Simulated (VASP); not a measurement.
OSZICAR of a VASP run on Cd (hcp):

**OSZICAR**
```
       N       E                     dE             d eps       ncg     rms          rms(c)
DAV:   1     0.168756463420E+03    0.16876E+03   -0.13385E+04  2696   0.150E+03
DAV:   2     0.424583396665E+00   -0.16833E+03   -0.16470E+03  2720   0.377E+02
DAV:   3    -0.316313229169E+01   -0.35877E+01   -0.35826E+01  3336   0.651E+01
DAV:   4    -0.316805863332E+01   -0.49263E-02   -0.49262E-02  3120   0.214E+00
DAV:   5    -0.316807172063E+01   -0.13087E-04   -0.13087E-04  3264   0.104E-01    0.458E+00
DAV:   6    -0.303059554312E+01    0.13748E+00   -0.35835E-01  2920   0.786E+00    0.364E+00
DAV:   7    -0.301581210659E+01    0.14783E-01   -0.30668E-02  3032   0.167E+00    0.176E+00
DAV:   8    -0.301329805352E+01    0.25141E-02   -0.33714E-03  3096   0.881E-01    0.887E-02
DAV:   9    -0.301330615817E+01   -0.81047E-05   -0.26913E-05  3336   0.634E-02    0.339E-02
DAV:  10    -0.301331221677E+01   -0.60586E-05   -0.68137E-06  3080   0.356E-02    0.217E-03
DAV:  11    -0.301331219958E+01    0.17191E-07   -0.61208E-08  1648   0.257E-03
   1 F= -.30133122E+01 E0= -.30131318E+01  d E =-.301331E+01
       N       E                     dE             d eps       ncg     rms          rms(c)
DAV:   1    -0.525455601966E+01   -0.22412E+01   -0.41285E+01  2688   0.854E+01    0.955E+00
DAV:   2    -0.316165782471E+01    0.20929E+01   -0.67552E+00  2712   0.384E+01    0.237E+00
DAV:   3    -0.307189349155E+01    0.89764E-01   -0.23536E-01  3312   0.521E+00    0.171E+00
DAV:   4    -0.304876948844E+01    0.23124E-01   -0.23685E-02  2816   0.114E+00    0.238E-01
DAV:   5    -0.304880029281E+01   -0.30804E-04   -0.55514E-04  3352   0.209E-01    0.110E-01
DAV:   6    -0.304888911001E+01   -0.88817E-04   -0.54674E-05  2944   0.555E-02    0.217E-02
DAV:   7    -0.304889187314E+01   -0.27631E-05   -0.29457E-06  2720   0.171E-02    0.339E-03
DAV:   8    -0.304889184581E+01    0.27333E-07   -0.81437E-08  1496   0.262E-03
   2 F= -.30488918E+01 E0= -.30486486E+01  d E =-.355796E-01
       N       E                     dE             d eps       ncg     rms          rms(c)
DAV:   1    -0.313683209123E+01   -0.87940E-01   -0.17006E+00  2688   0.183E+01    0.218E+00
DAV:   2    -0.305806465008E+01    0.78767E-01   -0.21714E-01  2696   0.676E+00    0.703E-01
DAV:   3    -0.305295866531E+01    0.51060E-02   -0.98436E-03  3128   0.124E+00    0.574E-01
DAV:   4    -0.305168181781E+01    0.12768E-02   -0.93982E-04  2856   0.245E-01    0.619E-02
DAV:   5    -0.305167363781E+01    0.81800E-05   -0.34795E-05  3240   0.599E-02    0.299E-02
DAV:   6    -0.305167674126E+01   -0.31034E-05   -0.13930E-05  3320   0.482E-02    0.172E-02
DAV:   7    -0.305167645544E+01    0.28582E-06   -0.21008E-06  1952   0.187E-02
   3 F= -.30516765E+01 E0= -.30514219E+01  d E =-.383643E-01
       N       E                     dE             d eps       ncg     rms          rms(c)
DAV:   1    -0.307237429745E+01   -0.20698E-01   -0.70124E-01  2872   0.820E+00    0.763E-01
DAV:   2    -0.305847231935E+01    0.13902E-01   -0.21015E-02  2992   0.207E+00    0.352E-01
DAV:   3    -0.305466796972E+01    0.38043E-02   -0.41152E-03  2904   0.645E-01    0.184E-01
DAV:   4    -0.305405014816E+01    0.61782E-03   -0.12099E-03  3080   0.348E-01    0.575E-02
DAV:   5    -0.305405088170E+01   -0.73354E-06   -0.98842E-05  3088   0.125E-01    0.245E-02
DAV:   6    -0.305404888013E+01    0.20016E-05   -0.90664E-06  2896   0.407E-02    0.497E-03
DAV:   7    -0.305404879656E+01    0.83564E-07   -0.27054E-07  1440   0.637E-03
   4 F= -.30540488E+01 E0= -.30540669E+01  d E =-.237234E-02
       N       E                     dE             d eps       ncg     rms          rms(c)
DAV:   1    -0.308460151708E+01   -0.30553E-01   -0.11151E+00  2872   0.104E+01    0.960E-01
DAV:   2    -0.306243992502E+01    0.22162E-01   -0.33409E-02  3000   0.261E+00    0.449E-01
DAV:   3    -0.305627734358E+01    0.61626E-02   -0.65791E-03  2912   0.827E-01    0.236E-01
DAV:   4    -0.305527088351E+01    0.10065E-02   -0.19709E-03  3096   0.449E-01    0.735E-02
DAV:   5    -0.305527240520E+01   -0.15217E-05   -0.16040E-04  3024   0.159E-01    0.314E-02
DAV:   6    -0.305526935562E+01    0.30496E-05   -0.15046E-05  2976   0.525E-02    0.539E-03
DAV:   7    -0.305526926957E+01    0.86048E-07   -0.28235E-07  1400   0.626E-03
   5 F= -.30552693E+01 E0= -.30552790E+01  d E =-.359281E-02
       N       E                     dE             d eps       ncg     rms          rms(c)
DAV:   1    -0.305572614018E+01   -0.45678E-03   -0.16598E-02  2896   0.127E+00    0.120E-01
DAV:   2    -0.305539143476E+01    0.33471E-03   -0.51081E-04  3000   0.328E-01    0.552E-02
DAV:   3    -0.305530073664E+01    0.90698E-04   -0.96165E-05  2920   0.993E-02    0.299E-02
DAV:   4    -0.305528497558E+01    0.15761E-04   -0.29777E-05  3088   0.548E-02    0.894E-03
DAV:   5    -0.305528500248E+01   -0.26903E-07   -0.25199E-06  2264   0.199E-02
   6 F= -.30552850E+01 E0= -.30553193E+01  d E =-.360855E-02
```

Problem. Which electronic solver shows in the log?

Solution. It is blocked Davidson (ALGO = Normal, or the opening steps of other solvers). The INCAR had ALGO = Normal.

Problem. Can the final energy be trusted as converged?

Solution. Self-consistency was reached. It stopped with EDIFF = 1E-6, NELM = 100, NSW = 60 and EDIFFG = -0.01 after 6 ionic steps (LDA (Ceperley-Alder, Perdew-Zunger), plane waves, VASP's LDA PAW potentials (set 64)). Energy and stress use the plane-wave basis of the starting cell.

The compound is Cd in the hcp structure. This run relaxes it. Symmetry was kept, so distortions that lower it aren't found.
